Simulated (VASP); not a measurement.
An input for Ansatz (written as the equivalent of a VASP run, and not itself run):

Ansatz 0.2 input:
```yaml
crystal:
  lattice:
    - [-1.6500000, 1.6500000, 1.6500000]
    - [1.6500000, -1.6500000, 1.6500000]
    - [1.6500000, 1.6500000, -1.6500000]
  atoms:
    - { symbol: Ta, position: [0.0000000, 0.0000000, 0.0000000] }
kpoints:
  mp_grid: { grid: [14, 14, 14] }
hamiltonian:
  xc: r2scan
  pseudopotentials: { kind: paw }
scf:
  occupations: { method: methfessel_paxton, width: 0.1 }
  max_iter: 100
relax:
  max_steps: 60
  f_tol: 0.01
  cell: {}
output: { forces: true, stress: true, eigenvalues: true }
```

Q: Translate this input to VASP (INCAR, KPOINTS, POSCAR, choice of POTCAR).

A: Several could match; the one computed here: 
File POSCAR:
```
Ta
1
   -1.6500000000     1.6500000000     1.6500000000
    1.6500000000    -1.6500000000     1.6500000000
    1.6500000000     1.6500000000    -1.6500000000
Ta
1
Direct
  0.0000000000   0.0000000000   0.0000000000
```

INCAR:
```
SYSTEM = Ta
PREC = Accurate; ENCUT = 520; LREAL = .FALSE.
LASPH = .TRUE.
EDIFF = 1E-6; NELM = 100; ALGO = Normal
LMAXMIX = 6; LMIXTAU = .TRUE.
ISMEAR = 1; SIGMA = 0.1
METAGGA = R2SCAN
IBRION = 2; NSW = 60; ISIF = 3
EDIFFG = -0.01
LWAVE = .FALSE.; LCHARG = .FALSE.
```

KPOINTS:
```
Automatic
0
gamma
 14 14 14
```

POTCAR, in this order: Ta_pv (PBE.64 set). Program: vasp_std.

Limits of the translation: each code has its own PAW files, so the cut-off isn't converted (ENCUT is set for VASP's; basis.ecutwfc is left out, and Ansatz then takes the one that its files recommend); Ansatz stops its SCF on the density residual and VASP on the energy change (EDIFF).

The compound is Ta in the bcc structure. This run relaxes it. Symmetry was kept, so distortions that lower it aren't found.
